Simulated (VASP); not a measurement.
**Lattice of CaMn2Bi2 across functionals and dispersion corrections**

Aim: relax CaMn2Bi2 at several levels and hold each cell against experiment. The levels: LDA, PBEsol, PBE, r2SCAN, PBE + D3(BJ), r2SCAN + rVV10, PBE + TS and revPBE + D3(BJ). The start is a computed cell from the Materials Project.

Method: LDA, spin-polarised from a ferromagnetic start; plane waves and PAW (Ca_sv, Mn_pv, Bi_d), in the first sound run; inputs show where later runs differ, in VASP 6.6.1.

Experimental background.

“Pressure-Induced Large Volume Collapse, Plane-to-Chain, Insulator to Metal Transition in CaMn2Bi2” (2019, arxiv:1907.07203) reports for CaMn2Bi2, trigonal La2O3-type, by single-crystal XRD (Bi self-flux grown crystal, 296 K): lattice constant a (a, ambient pressure) 4.629 ± 0.001 Å; lattice constant c (c, ambient pressure) 7.628 ± 0.002 Å.

This is a report of a sequence of runs, with most program output left out.

## (1) The starting structure

Symmetry: P-3m1, No. 164, trigonal system. Conventional cell: a = 4.626 Å, b = 4.626 Å, c = 7.729 Å, α = 90.00°, β = 90.00°, γ = 120.00°. Nearest to Ca lie 6 Bi at 3.29 Å. Nearest to Mn lie 4 Bi at 2.86 to 2.87 Å. Bi has 4 Mn at 2.86 to 2.87 Å and 3 Ca at 3.29 Å nearest. Farther neighbours are not listed.

Coordinates:

```cif
data_structure
_symmetry_space_group_name_H-M 'P 1'
_symmetry_Int_Tables_number 1
_cell_length_a 4.6264
_cell_length_b 4.6264
_cell_length_c 7.7288
_cell_angle_alpha 90.000
_cell_angle_beta 90.000
_cell_angle_gamma 120.000
_cell_volume 143.26
loop_
_atom_site_label
_atom_site_type_symbol
_atom_site_fract_x
_atom_site_fract_y
_atom_site_fract_z
_atom_site_occupancy
Ca1 Ca 0.00000 0.00000 0.00000 1
Mn2 Mn 0.66667 0.33333 0.62074 1
Mn3 Mn 0.33333 0.66667 0.37927 1
Bi4 Bi 0.66667 0.33333 0.24881 1
Bi5 Bi 0.33333 0.66667 0.75119 1
```

## (2) Magnetic start: ferromagnetic

The properties of a magnet depend on its order, so a few collinear patterns are compared first on the cell as listed, beginning with all moments parallel. LDA, the lowest rung, knows the local density alone.

File INCAR:

```
SYSTEM = CaMn2Bi2
PREC = Accurate
ENCUT = 400
EDIFF = 1E-06
NELM = 100
ISMEAR = -1
SIGMA = 0.05
LREAL = .FALSE.
ALGO = Normal
GGA = CA
NBANDS = 48
ISPIN = 2
MAGMOM = 0 4 4 0 0
LASPH = .TRUE.
LMAXMIX = 4
LORBIT = 11
LWAVE = .FALSE.
LCHARG = .FALSE.
KPAR = 8
ISIF = 2
```

File POSCAR:

```
CaMn2Bi2
1.0
    4.6263818529      0.0000000000      0.0000000000
   -2.3131909265      4.0065642123      0.0000000000
    0.0000000000      0.0000000000      7.7287920000
Ca Mn Bi
1 2 2
Direct
    0.0000000000      0.0000000000      0.0000000000
    0.6666666700      0.3333333300      0.6207350000
    0.3333333300      0.6666666700      0.3792650000
    0.6666666700      0.3333333300      0.2488090000
    0.3333333300      0.6666666700      0.7511910000
```

File KPOINTS:

```
Automatic mesh
0
Gamma
6 6 3
0 0 0
```

Potentials, in the order of the species: Ca_sv, Mn_pv and Bi_d (PBE family, release 64).

The run is started by

```
$ mpirun -np 8 vasp_std
```

The job ended after 35 s (8 MPI ranks of AMD EPYC 7R13 (Zen 3), shared host; peak memory 2.2 GiB).

The k-mesh is coarse for a metal. The PAW data sets were made with PBE, though LDA sets exist; this is a small mismatch. At this level the cell is under a tension of 5.4 GPa, so at these settings it is away from equilibrium. The electron count would fill whole bands, but the bands touch or overlap. That can be a semimetal, a small gap that the functional closes or, with several bands partly filled, an ordinary metal.

This step gave:

```
SCF cycles                                        : 16
electrons                                         : 66
bands                                             : 48
irreducible k-points                              : 17
symmetry operations                               : 12
free energy (TOTEN)                               : -29.95 eV
energy at zero smearing                           : -29.92 eV
Fermi energy                                      : 4.812 eV
pressure                                          : -5.360 GPa
moment of the cell, from the last line of the log : 8.692 μB
metallic, judged on the points sampled            : yes
```

Spin moment in the PAW sphere by atom:

| atom | spin moment in the PAW sphere (μB) |
| --- | --- |
| Ca1 | 0.04 |
| Mn2 | 3.92 |
| Mn3 | 3.92 |
| Bi4 | -0.02 |
| Bi5 | -0.02 |

Force by atom:

| atom | x (eV/Å) | y (eV/Å) | z (eV/Å) | size |
| --- | --- | --- | --- | --- |
| Ca1 | 0.000 | 0.000 | 0.000 | 0.000 |
| Mn2 | 0.000 | 0.000 | -0.157 | 0.157 |
| Mn3 | 0.000 | 0.000 | 0.157 | 0.157 |
| Bi4 | 0.000 | 0.000 | 0.436 | 0.436 |
| Bi5 | 0.000 | 0.000 | -0.436 | 0.436 |

The run ends ferromagnetic with a largest moment of 3.92 μB, and the mesh shows no gap.

## (3) Magnetic start: antiferromagnetic within the cell

This step: LDA, spin-polarised from an antiferromagnetic start; plane waves and PAW (Ca_sv, Mn_pv, Bi_d) (VASP 6.6.1).

Next, a pattern with opposite moments.

Edit INCAR of step 2 so:

```diff
@@ -10,5 +10,5 @@
 GGA = CA
-NBANDS = 48
+NBANDS = 43
 ISPIN = 2
-MAGMOM = 0 4 4 0 0
+MAGMOM = 0 4 -4 0 0
 LASPH = .TRUE.
```

POSCAR is that of step 2.

KPOINTS is that of step 2.

The run is started by

```
$ mpirun -np 8 vasp_std
```

Elapsed: 35 s, on 8 MPI ranks; peak memory 2.2 GiB; 4 min of CPU time.

At this level the cell is under a tension of 6.2 GPa, so at these settings it is away from equilibrium.

Numbers from this step:

```
bands                   : 43
free energy (TOTEN)     : -30.43 eV
energy at zero smearing : -30.43 eV
Fermi energy            : 4.949 eV
pressure                : -6.236 GPa
```

Spin moment in the PAW sphere by atom:

| atom | spin moment in the PAW sphere (μB) |
| --- | --- |
| Ca1 | 0.00 |
| Mn2 | 3.90 |
| Mn3 | -3.90 |
| Bi4 | 0.00 |
| Bi5 | 0.00 |

Force by atom:

| atom | x (eV/Å) | y (eV/Å) | z (eV/Å) | size |
| --- | --- | --- | --- | --- |
| Ca1 | 0.000 | 0.000 | 0.000 | 0.000 |
| Mn2 | 0.000 | 0.000 | -0.446 | 0.446 |
| Mn3 | 0.000 | 0.000 | 0.446 | 0.446 |
| Bi4 | 0.000 | 0.000 | 0.716 | 0.716 |
| Bi5 | 0.000 | 0.000 | -0.716 | 0.716 |

The energy lies -101.4 meV an atom from the first pattern. The run ends antiferromagnetic with a largest moment of 3.90 μB, and the mesh shows no gap.

## (4) Magnetic start: antiferromagnetic, q = (0, 0, 1/2)

System of this step: CaMn2Bi2. It takes space group P-3m1 (No. 164, trigonal). The conventional cell has a = 4.626 Å, b = 4.626 Å, c = 7.729 Å, α = 90.00°, β = 90.00°, γ = 120.00°. Nearest to Ca lie 6 Bi at 3.29 Å. Nearest to Mn lie 4 Bi at 2.86 to 2.87 Å. Nearest to Bi lie 4 Mn at 2.86 to 2.87 Å and 3 Ca at 3.29 Å. Farther neighbours are not listed.

Next, a pattern with opposite moments, which needs a doubled cell; q is given in the reciprocal vectors of the primitive cell.

Edit INCAR of step 3 so:

```diff
@@ -10,5 +10,5 @@
 GGA = CA
-NBANDS = 43
+NBANDS = 86
 ISPIN = 2
-MAGMOM = 0 4 -4 0 0
+MAGMOM = 0 0 4 -4 4 -4 0 0 0 0
 LASPH = .TRUE.
```

File POSCAR:

```
CaMn2Bi2
1.0
    4.6263818529      0.0000000000      0.0000000000
   -2.3131909265      4.0065642123      0.0000000000
    0.0000000000      0.0000000000     15.4575840000
Ca Mn Bi
2 4 4
Direct
    0.0000000000      0.0000000000      0.0000000000
    0.0000000000      0.0000000000      0.5000000000
    0.6666666700      0.3333333300      0.3103675000
    0.6666666700      0.3333333300      0.8103675000
    0.3333333300      0.6666666700      0.1896325000
    0.3333333300      0.6666666700      0.6896325000
    0.6666666700      0.3333333300      0.1244045000
    0.6666666700      0.3333333300      0.6244045000
    0.3333333300      0.6666666700      0.3755955000
    0.3333333300      0.6666666700      0.8755955000
```

File KPOINTS:

```
Automatic mesh
0
Gamma
6 6 2
0 0 0
```

The run is started by

```
$ mpirun -np 8 vasp_std
```

Run time: 2.4 min. Hardware: 8 MPI ranks; peak memory 3.7 GiB; 17 min of CPU time.

At this level the cell is under a tension of 5.6 GPa, so at these settings it is away from equilibrium.

Numbers from this step:

- SCF cycles: 19
- electrons: 132
- bands: 86
- irreducible k-points: 14
- free energy (TOTEN): -59.9919 eV
- energy at zero smearing: -59.9438 eV
- Fermi energy: 4.814 eV
- pressure: -5.574 GPa

Spin moment in the PAW sphere by atom:

| atom | spin moment in the PAW sphere (μB) |
| --- | --- |
| Ca1 | 0.00 |
| Ca2 | 0.00 |
| Mn3 | 3.89 |
| Mn4 | -3.89 |
| Mn5 | 3.89 |
| Mn6 | -3.89 |
| Bi7 | -0.04 |
| Bi8 | 0.04 |
| Bi9 | -0.04 |
| Bi10 | 0.04 |

Force by atom:

| atom | x (eV/Å) | y (eV/Å) | z (eV/Å) | size |
| --- | --- | --- | --- | --- |
| Ca1 | 0.000 | 0.000 | 0.000 | 0.000 |
| Ca2 | 0.000 | 0.000 | 0.000 | 0.000 |
| Mn3 | 0.000 | 0.000 | -0.102 | 0.102 |
| Mn4 | 0.000 | 0.000 | -0.102 | 0.102 |
| Mn5 | 0.000 | 0.000 | 0.102 | 0.102 |
| Mn6 | 0.000 | 0.000 | 0.102 | 0.102 |
| Bi7 | 0.000 | 0.000 | 0.512 | 0.512 |
| Bi8 | 0.000 | 0.000 | 0.512 | 0.512 |
| Bi9 | 0.000 | 0.000 | -0.512 | 0.512 |
| Bi10 | 0.000 | 0.000 | -0.512 | 0.512 |

The energy lies -10.3 meV an atom from the first pattern. The run ends antiferromagnetic with a largest moment of 3.89 μB, and the mesh shows no gap.

## (5) Magnetic start: antiferromagnetic, q = (1/2, 1/2, 1/2)

INCAR is that of step 4.

File POSCAR:

```
CaMn2Bi2
1.0
    9.2527637058      0.0000000000      0.0000000000
    2.3131909264      4.0065642123      0.0000000000
    4.6263818529      0.0000000000      7.7287920000
Ca Mn Bi
2 4 4
Direct
    0.0000000000      0.0000000000      0.0000000000
    0.5000000000      0.0000000000      0.0000000000
    0.8562991700      0.3333333300      0.6207350000
    0.3562991700      0.3333333300      0.6207350000
    0.6437008300      0.6666666700      0.3792650000
    0.1437008300      0.6666666700      0.3792650000
    0.0422621700      0.3333333300      0.2488090000
    0.5422621700      0.3333333300      0.2488090000
    0.4577378300      0.6666666700      0.7511910000
    0.9577378300      0.6666666700      0.7511910000
```

File KPOINTS:

```
Automatic mesh
0
Gamma
6 6 6
0 0 0
```

The run is started by

```
$ mpirun -np 8 vasp_std
```

Elapsed: 9.3 min, on 8 MPI ranks; peak memory 11 GiB; 66 min of CPU time.

The gap is read on the k-mesh alone, so it is an upper bound where the band edges lie off the mesh, and a coarse mesh can show a gap where there is none. At this level the cell is under a tension of 6.0 GPa, so at these settings it is away from equilibrium.

This step gave:

```
SCF cycles                             : 17
irreducible k-points                   : 68
symmetry operations                    : 4
free energy (TOTEN)                    : -60.8050 eV
energy at zero smearing                : -60.8036 eV
Fermi energy                           : 4.711 eV
pressure                               : -6.007 GPa
metallic, judged on the points sampled : no
valence top at k                       : 0, 0, 0
conduction bottom at k                 : 0, 0, 0
least direct gap at k                  : 0, 0, 0
gap on the k-mesh                      : 0.3939 eV
least direct gap on the k-mesh         : 0.3939 eV
```

Spin moment in the PAW sphere by atom:

| atom | spin moment in the PAW sphere (μB) |
| --- | --- |
| Ca1 | 0.00 |
| Ca2 | 0.00 |
| Mn3 | 3.90 |
| Mn4 | -3.90 |
| Mn5 | 3.90 |
| Mn6 | -3.90 |
| Bi7 | 0.00 |
| Bi8 | 0.00 |
| Bi9 | 0.00 |
| Bi10 | 0.00 |

Force by atom:

| atom | x (eV/Å) | y (eV/Å) | z (eV/Å) | size |
| --- | --- | --- | --- | --- |
| Ca1 | 0.000 | 0.000 | 0.000 | 0.000 |
| Ca2 | 0.000 | 0.000 | 0.000 | 0.000 |
| Mn3 | 0.110 | -0.064 | -0.238 | 0.270 |
| Mn4 | 0.110 | -0.064 | -0.238 | 0.270 |
| Mn5 | -0.110 | 0.064 | 0.238 | 0.270 |
| Mn6 | -0.110 | 0.064 | 0.238 | 0.270 |
| Bi7 | 0.036 | -0.021 | 0.586 | 0.587 |
| Bi8 | 0.036 | -0.021 | 0.586 | 0.587 |
| Bi9 | -0.036 | 0.021 | -0.586 | 0.587 |
| Bi10 | -0.036 | 0.021 | -0.586 | 0.587 |

The energy lies -96.3 meV an atom from the first pattern. The run ends antiferromagnetic with a largest moment of 3.90 μB, and the mesh shows a gap of 0.39 eV.

## (6) Magnetic start: antiferromagnetic, q = (1/2, 1/2, 0)

INCAR is that of step 5.

File POSCAR:

```
CaMn2Bi2
1.0
    9.2527637058      0.0000000000      0.0000000000
    2.3131909264      4.0065642123      0.0000000000
    0.0000000000      0.0000000000      7.7287920000
Ca Mn Bi
2 4 4
Direct
    0.0000000000      0.0000000000      0.0000000000
    0.5000000000      0.0000000000      0.0000000000
    0.1666666700      0.3333333300      0.6207350000
    0.6666666700      0.3333333300      0.6207350000
    0.8333333300      0.6666666700      0.3792650000
    0.3333333300      0.6666666700      0.3792650000
    0.1666666700      0.3333333300      0.2488090000
    0.6666666700      0.3333333300      0.2488090000
    0.8333333300      0.6666666700      0.7511910000
    0.3333333300      0.6666666700      0.7511910000
```

File KPOINTS:

```
Automatic mesh
0
Gamma
6 6 3
0 0 0
```

The run is started by

```
$ mpirun -np 8 vasp_std
```

Run time: 4.7 min. Hardware: 8 MPI ranks; peak memory 7.1 GiB; 33 min of CPU time.

At this level the cell is under a tension of 5.9 GPa, so at these settings it is away from equilibrium.

This step gave:

```
irreducible k-points           : 40
free energy (TOTEN)            : -60.7721 eV
energy at zero smearing        : -60.7705 eV
Fermi energy                   : 4.706 eV
pressure                       : -5.946 GPa
conduction bottom at k         : 0, 0.5, 0
gap on the k-mesh              : 0.3552 eV
least direct gap on the k-mesh : 0.4194 eV
```

Force by atom:

| atom | x (eV/Å) | y (eV/Å) | z (eV/Å) | size |
| --- | --- | --- | --- | --- |
| Ca1 | 0.000 | 0.000 | 0.000 | 0.000 |
| Ca2 | 0.000 | 0.000 | 0.000 | 0.000 |
| Mn3 | 0.112 | -0.065 | -0.238 | 0.271 |
| Mn4 | 0.112 | -0.065 | -0.238 | 0.271 |
| Mn5 | -0.112 | 0.065 | 0.238 | 0.271 |
| Mn6 | -0.112 | 0.065 | 0.238 | 0.271 |
| Bi7 | 0.042 | -0.024 | 0.588 | 0.590 |
| Bi8 | 0.042 | -0.024 | 0.588 | 0.590 |
| Bi9 | -0.042 | 0.024 | -0.588 | 0.590 |
| Bi10 | -0.042 | 0.024 | -0.588 | 0.590 |

The energy lies -93.0 meV an atom from the first pattern. The run ends antiferromagnetic with a largest moment of 3.90 μB, and the mesh shows a gap of 0.36 eV.

## (7) The orders side by side

This step: collinear orders at LDA; plane waves and PAW (VASP 6.6.1).

No new run; the numbers come from the runs before.

Patterns, by row:

| start | atoms | energy less that of the first (meV/atom) | largest site moment (μB) | end state |
| --- | --- | --- | --- | --- |
| ferromagnetic | 5 | 0 | 3.92 | ferromagnetic |
| antiferromagnetic within the cell | 5 | -101.4 | 3.9 | antiferromagnetic |
| antiferromagnetic, q = (0, 0, 1/2) | 10 | -10.3 | 3.89 | antiferromagnetic |
| antiferromagnetic, q = (1/2, 1/2, 1/2) | 10 | -96.3 | 3.9 | antiferromagnetic |
| antiferromagnetic, q = (1/2, 1/2, 0) | 10 | -93 | 3.9 | antiferromagnetic |

The session goes on in the lowest magnetic state found: antiferromagnetic. So wide a spread can hold unlike occupations of d or f shells as well as the order. The patterns fill cells of other size, so they are sampled unlike, which blurs small differences between them. The next one lies 5.2 meV an atom higher.

## (8) Relaxation with LDA

This step: LDA, spin-polarised from an antiferromagnetic start; plane waves and PAW (Ca_sv, Mn_pv, Bi_d) (VASP 6.6.1).

System of this step: CaMn2Bi2. The structure is trigonal, space group P-3m1 (No. 164). Conventional cell: a = 4.626 Å, b = 4.626 Å, c = 7.729 Å, α = 90.00°, β = 90.00°, γ = 120.00°. Nearest to Ca lie 6 Bi at 3.29 Å. Nearest to Mn lie 4 Bi at 2.86 to 2.87 Å. Nearest to Bi lie 4 Mn at 2.86 to 2.87 Å and 3 Ca at 3.29 Å. Farther neighbours are not listed.

The start need not lie at this functional's minimum. ISIF = 3 frees volume, shape and positions, and EDIFFG sets the threshold on forces and stress at which the search stops.

File INCAR:

```
SYSTEM = CaMn2Bi2
PREC = Accurate
ENCUT = 520
EDIFF = 1E-06
NELM = 100
ISMEAR = -1
SIGMA = 0.05
LREAL = .FALSE.
ALGO = Normal
GGA = CA
NBANDS = 43
ISPIN = 2
MAGMOM = 0 3.9 -3.9 -0 0
LASPH = .TRUE.
LMAXMIX = 4
LORBIT = 11
LWAVE = .FALSE.
LCHARG = .FALSE.
KPAR = 8
IBRION = 2
NSW = 60
ISIF = 3
EDIFFG = -0.01
```

File POSCAR:

```
CaMn2Bi2
1.0
    4.6263818529      0.0000000000      0.0000000000
   -2.3131909265      4.0065642123      0.0000000000
    0.0000000000      0.0000000000      7.7287920000
Ca Mn Bi
1 2 2
Direct
    0.0000000000      0.0000000000      0.0000000000
    0.6666666700      0.3333333300      0.6207350000
    0.3333333300      0.6666666700      0.3792650000
    0.6666666700      0.3333333300      0.2488090000
    0.3333333300      0.6666666700      0.7511910000
```

File KPOINTS:

```
Automatic mesh
0
Gamma
7 7 4
0 0 0
```

The run is started by

```
$ mpirun -np 8 vasp_std
```

Run time: 13 min. Hardware: 8 MPI ranks; peak memory 3.6 GiB.

The magnetic order is the lowest of the few collinear ones that converged above; longer or canted patterns were not tried. After so large a change of volume the plane waves of the start cell no longer fit, so the final stress carries a basis-set error. The run keeps the 12 symmetry operations of its start, so it cannot find a distortion of lower symmetry.

Relaxation path:

| step | energy less that of the first step (eV) | largest force (eV/Å) | pressure (GPa) | volume (Å³) |
| --- | --- | --- | --- | --- |
| 1 | 0.0000 | 0.7106 | -5.97 | 143.26 |
| 2 | -0.5020 | 0.2419 | 0.07 | 122.21 |
| 3 | -0.5020 | 0.2410 | 0.09 | 122.20 |
| 4 | -0.5088 | 0.1983 | 0.16 | 122.27 |
| 5 | -0.5240 | 0.1128 | 0.12 | 122.45 |
| 6 | -0.5243 | 0.4252 | 0.16 | 122.79 |
| 7 | -0.5293 | 0.2647 | 0.16 | 122.63 |
| 8 | -0.5327 | 0.2473 | 0.10 | 122.72 |
| 9 | -0.5409 | 0.1956 | -0.12 | 122.97 |
| 10 | -0.5488 | 0.0970 | -0.47 | 123.43 |
| 11 | -0.5491 | 0.0770 | -0.55 | 123.53 |
| 12 | -0.5513 | 0.0731 | -0.44 | 122.98 |
| 13 | -0.5537 | 0.0615 | 0.06 | 121.57 |
| 14 | -0.5537 | 0.0623 | 0.11 | 121.44 |
| 15 | -0.5544 | 0.0495 | 0.11 | 121.41 |
| 16 | -0.5551 | 0.0205 | 0.07 | 121.32 |
| 17 | -0.5552 | 0.0082 | 0.01 | 121.49 |

| conventional cell, symmetrised | before | after | change |
| --- | --- | --- | --- |
| a (Å) | 4.626 | 4.291 | -7.3 % |
| b (Å) | 4.626 | 4.291 | -7.3 % |
| c (Å) | 7.729 | 7.621 | -1.4 % |
| volume (Å³/atom) | 28.65 | 24.30 | -15.2 % |

The atoms that moved most (Å, as changes of fractional coordinates times the final cell):

| atom | dx | dy | dz | length |
| --- | --- | --- | --- | --- |
| Mn2 | 0.000 | 0.000 | -0.194 | 0.194 |
| Mn3 | 0.000 | 0.000 | 0.194 | 0.194 |
| Bi5 | 0.000 | 0.000 | -0.041 | 0.041 |
| Bi4 | 0.000 | 0.000 | 0.041 | 0.041 |

The relaxed structure:

```
Ca Mn Bi
1.0
     4.29058    0.00000    0.00000
    -2.14529    3.71575    0.00000
     0.00000    0.00000    7.62068
Ca Mn Bi
1 2 2
Direct
  0.00000 0.00000 0.00000
  0.66667 0.33333 0.59531
  0.33333 0.66667 0.40469
  0.66667 0.33333 0.25414
  0.33333 0.66667 0.74586
```

Numbers from this step:

* electrons: 66
* bands: 43
* irreducible k-points: 28
* symmetry operations: 12
* free energy (TOTEN): -30.98 eV
* energy at zero smearing: -30.97 eV
* Fermi energy: 6.343 eV
* pressure: 0.01003 GPa
* metallic, judged on the points sampled: yes
* SCF cycles over all ionic steps: 155

Spin moment in the PAW sphere by atom:

| atom | spin moment in the PAW sphere (μB) |
| --- | --- |
| Ca1 | 0.00 |
| Mn2 | 3.37 |
| Mn3 | -3.37 |
| Bi4 | 0.01 |
| Bi5 | -0.01 |

It ends with a largest force of 0.008 eV/Å and a pressure of 0.01 GPa. The conventional cell has a = 4.291 and c = 7.621 Å. The largest moment is 3.37 μB.

## (9) Relaxation with PBEsol

This step: PBEsol, spin-polarised from an antiferromagnetic start; plane waves and PAW (Ca_sv, Mn_pv, Bi_d) (VASP 6.6.1).

PBEsol restores the gradient expansion of exchange and is tuned for the cells of solids.

Edit INCAR of step 8 so:

```diff
@@ -9,3 +9,3 @@
 ALGO = Normal
-GGA = CA
+GGA = PS
 NBANDS = 43
```

POSCAR is that of step 8.

KPOINTS is that of step 8.

The run is started by

```
$ mpirun -np 8 vasp_std
```

Run time: 9.2 min. Hardware: 8 MPI ranks; peak memory 4.3 GiB; 70 min of CPU time.

The PAW data sets were made with PBE, which is usual practice but a small mismatch for other functionals.

Step by step:

| step | energy less that of the first step (eV) | largest force (eV/Å) | pressure (GPa) | volume (Å³) |
| --- | --- | --- | --- | --- |
| 1 | 0.0000 | 0.4844 | -3.60 | 143.26 |
| 2 | -0.1920 | 0.2022 | 0.07 | 130.30 |
| 3 | -0.1920 | 0.1987 | 0.14 | 130.18 |
| 4 | -0.1954 | 0.1349 | 0.12 | 130.41 |
| 5 | -0.1975 | 0.0943 | 0.00 | 130.88 |
| 6 | -0.1994 | 0.0869 | -0.06 | 131.01 |
| 7 | -0.2035 | 0.0659 | -0.22 | 131.40 |
| 8 | -0.2064 | 0.0638 | -0.50 | 132.17 |
| 9 | -0.2102 | 0.0228 | -0.20 | 131.02 |
| 10 | -0.2106 | 0.0076 | -0.08 | 130.57 |
| 11 | -0.2106 | 0.0097 | -0.04 | 130.45 |
| 12 | -0.2106 | 0.0073 | -0.01 | 130.37 |

| conventional cell, symmetrised | before | after | change |
| --- | --- | --- | --- |
| a (Å) | 4.626 | 4.458 | -3.6 % |
| b (Å) | 4.626 | 4.458 | -3.6 % |
| c (Å) | 7.729 | 7.575 | -2.0 % |
| volume (Å³/atom) | 28.65 | 26.07 | -9.0 % |

The atoms that moved most (Å, as changes of fractional coordinates times the final cell):

| atom | dx | dy | dz | length |
| --- | --- | --- | --- | --- |
| Mn2 | 0.000 | 0.000 | -0.112 | 0.112 |
| Mn3 | 0.000 | 0.000 | 0.112 | 0.112 |
| Bi5 | 0.000 | 0.000 | -0.025 | 0.025 |
| Bi4 | 0.000 | 0.000 | 0.025 | 0.025 |

The relaxed structure:

```
Ca Mn Bi
1.0
     4.45795    0.00000    0.00000
    -2.22897    3.86070    0.00000
     0.00000    0.00000    7.57490
Ca Mn Bi
1 2 2
Direct
  0.00000 0.00000 0.00000
  0.66667 0.33333 0.60596
  0.33333 0.66667 0.39404
  0.66667 0.33333 0.25209
  0.33333 0.66667 0.74791
```

This step gave:

- free energy (TOTEN): -30.16 eV
- energy at zero smearing: -30.16 eV
- Fermi energy: 5.980 eV
- pressure: -0.005712 GPa
- SCF cycles over all ionic steps: 110

Spin moment in the PAW sphere by atom:

| atom | spin moment in the PAW sphere (μB) |
| --- | --- |
| Ca1 | 0.00 |
| Mn2 | 3.81 |
| Mn3 | -3.81 |
| Bi4 | 0.01 |
| Bi5 | -0.01 |

It ends at 26.07 Å³/atom, -9.0 % from the start, with -0.01 GPa left. The conventional cell has a = 4.458 and c = 7.575 Å. The largest moment is 3.81 μB.

(Continued in part 2 of 2.)

[Lines on the potential files, build, host, timing and source positions are cut from VASP's logs without a mark.]

[Logs are printed without paths, hosts, clocks, repeated set-up lines and the standing remarks that a program may print on its own settings, such as how far it seeks lower states.]

[Hosts, paths, dates, database ids (printed as entryN), source tags and the programs' standing remarks are cut or masked in the printed files.]

[A measured line is paired with the nearest computed mode of its activity, which favours agreement.]

[In band tables of VASP the shares of atoms and orbitals are scaled to a sum of 1 inside the atoms' spheres.]
